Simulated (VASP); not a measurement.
Runs of VASP 6.6.1 on Cl2Sn. The cell holds a molecule in a box, 3 atoms: a = 11.000 Å, b = 13.000 Å, c = 11.000 Å, α = 90.00°, β = 90.00°, γ = 90.00°. 

| task | level | cell | grid for exact exchange (PRECFOCK) | exchange at q = 0 | screening parameter | gap on the mesh (eV) | largest force (eV/Å) |
| --- | --- | --- | --- | --- | --- | --- | --- |
| electron localisation function | PBE | as given | - | - | - | 3.17 | 0.46 |
| single point | PBE | as given | - | - | - | 3.17 | 0.46 |
| single point | B3LYP | as given | Fast | default | - | 4.51 | 0.50 |
| relaxation of the atoms | BLYP+D3(BJ) | atoms relaxed | - | - | - | (a) | - |
| single point | HSE06+D3(BJ) | as given | Fast | - | 0.2 1/A | 4.16 | (b) |
| atomic charges | PBE+TS | as given | - | - | - | 3.17 | 0.47 |

Alike in all rows: potentials or basis VASP PAW PBE potentials, release 64 (Cl, Sn_d); no spin polarisation; k mesh 1 × 1 × 1; cutoff (eV) 520; smearing gaussian 0.01 eV.

Question: Fill in the values left out.

Answer: (a) 3.05; (b) 0.09.

Caveats: spin-orbit coupling is left out, which moves the levels of the heavy elements; the PAW data sets were made with another functional, which shifts forces and pressure a little (some runs).

A k mesh can miss the band edges, and the runs leave out spin-orbit coupling on Sn.

Not every run made on this cell is shown here.
